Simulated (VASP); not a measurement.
Output of a VASP run:

OSZICAR:
```
       N       E                     dE             d eps       ncg     rms          rms(c)
DAV:   1     0.108678741778E+03    0.10868E+03   -0.10083E+04  2208   0.123E+03
DAV:   2    -0.122959608369E+02   -0.12097E+03   -0.11826E+03  2776   0.236E+02
DAV:   3    -0.164966084178E+02   -0.42006E+01   -0.41792E+01  2657   0.468E+01
DAV:   4    -0.165264698743E+02   -0.29861E-01   -0.29857E-01  2657   0.417E+00
DAV:   5    -0.165267541002E+02   -0.28423E-03   -0.28422E-03  2700   0.398E-01    0.160E+01
DAV:   6    -0.158664429343E+02    0.66031E+00   -0.48045E+00  2195   0.219E+01    0.904E+00
DAV:   7    -0.157116509275E+02    0.15479E+00   -0.87841E-01  2195   0.102E+01    0.457E+00
DAV:   8    -0.156800104812E+02    0.31640E-01   -0.53422E-02  2433   0.210E+00    0.839E-01
DAV:   9    -0.156777566893E+02    0.22538E-02   -0.76728E-03  2433   0.899E-01    0.163E-01
DAV:  10    -0.156778341899E+02   -0.77501E-04   -0.85233E-04  2545   0.278E-01    0.548E-02
DAV:  11    -0.156778237235E+02    0.10466E-04   -0.10461E-04  2524   0.113E-01    0.204E-02
DAV:  12    -0.156778209572E+02    0.27662E-05   -0.13935E-05  2335   0.364E-02    0.356E-03
DAV:  13    -0.156778210463E+02   -0.89031E-07   -0.12901E-06  2790   0.898E-03    0.126E-03
DAV:  14    -0.156778210738E+02   -0.27543E-07   -0.12458E-07  1318   0.349E-03
   1 F= -.15677821E+02 E0= -.15677365E+02  d E =-.136763E-02
```

OUTCAR:
```
------------------------ aborting loop because EDIFF is reached ----------------------------------------
  FORCE on cell =-STRESS in cart. coord.  units (eV):
  Direction    XX          YY          ZZ          XY          YZ          ZX
  --------------------------------------------------------------------------------------
  Total        5.7929774      5.7929783      3.8343430     -0.0000000      0.0000000      0.0000000
  in kB      170.0387844    170.0388104    112.5478284     -0.0000000      0.0000000      0.0000000
  external PRESSURE =     150.8751410 kB  Pullay stress =       0.0000000 kB
  volume of cell :       54.58
      direct lattice vectors                 reciprocal lattice vectors
     1.821664275 -3.155215320  0.000000000     0.274474285 -0.158467790  0.000000000
     1.821664275  3.155215320  0.000000000     0.274474285  0.158467790  0.000000000
     0.000000000  0.000000000  4.748288353     0.000000000  0.000000000  0.210602206
 POSITION                                       TOTAL-FORCE (eV/Angst)
 -----------------------------------------------------------------------------------
      0.00000      0.00000      0.00000         0.000000     -0.000000      0.000000
      1.82166      1.05174      1.23376        -0.000000     -0.000000      1.182202
      1.82166     -1.05174      3.51453         0.000000      0.000000     -1.182202
 -----------------------------------------------------------------------------------
    total drift:                               -0.000000      0.000000      0.000000
  FREE ENERGIE OF THE ION-ELECTRON SYSTEM (eV)
  ---------------------------------------------------
  free  energy   TOTEN  =       -15.6778210738 eV

  energy  without entropy=      -15.6764534441  energy(sigma->0) =      -15.67736520
```
(Selected blocks of OUTCAR.)

### POSCAR
```
PtSe2
1
    1.8216642747    -3.1552153197     0.0000000000
    1.8216642747     3.1552153197     0.0000000000
    0.0000000000     0.0000000000     4.7482883535
Pt Se
1 2
Direct
  0.0000000000   0.0000000000   0.0000000000
  0.3333330000   0.6666670000   0.2598331553
  0.6666670000   0.3333330000   0.7401668447
```

Task: Reconstruct the remaining input files.

Result: This is not unique; one that fits is the input of the run itself, PBEsol GGA, plane waves, VASP's PBE PAW potentials (set 64).

INCAR:
```
SYSTEM=PtSe2
PREC=Accurate; ENCUT=480; LREAL=.FALSE.
LASPH=.TRUE.
EDIFF=1E-7; NELM=100; ALGO=Normal
LMAXMIX=6
ISMEAR=1; SIGMA=0.1
GGA=PS
ISIF=2
LWAVE=.FALSE.; LCHARG=.FALSE.
```

KPOINTS:
```
Automatic mesh
0
Gamma
10 10 6
0 0 0
```

POTCAR, in this order: Pt Se (PBE.64 set). Program: vasp_std.

Without a dispersion term in the relaxation, distances and binding between the weakly bound layers, chains or molecules are unreliable, and so is what depends on them.

The compound is PtSe2 in the 1T layered structure. This cell was strained or had an atom moved on purpose.
